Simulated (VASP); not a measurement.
Input:

```
InSb
1.0
    0.00000     3.42166     3.42166
    3.42166     0.00000     3.42166
    3.42166     3.42166     0.00000
In Sb
1 1
Cartesian
  3.42166   3.42166   0.00000
  1.71083   1.71083   1.71083
```

The numbers are results of vdW-DF2, VASP's PBE PAW potentials (set 64) (plane waves; VASP), not measurements. Numerical set-up: 520 eV cut-off, 9×9×9 Γ-centred mesh, first-order Methfessel-Paxton smearing of 0.10 eV, potentials In_d Sb.

Give the energy at these volumes per atom, relative to the lowest: 37.61, 38.81, 40.01, 41.21, 42.41 Å³.

14.9, 3.6, 0.0, 2.7, 10.8 meV/atom. A third-order Birch-Murnaghan fit gives B0 = 28.1 GPa and B0′ = 4.9.

Measured: bulk modulus 46.1 GPa at 0 K (computed value off by -39.2 %), as given by Daniel Mejia-Rodriguez et al., Physical Review B (2018), arXiv:1807.09216 [0 K value with the zero-point phonon effect removed]; a 6.468 Å at 0 K (computed value off by +5.8 %), as given by Daniel Mejia-Rodriguez et al., Physical Review B (2018), arXiv:1807.09216 [static lattice: zero-point anharmonic expansion removed].

The compound is InSb in the zinc blende structure. It was relaxed first, which changed the volume by +18 %.
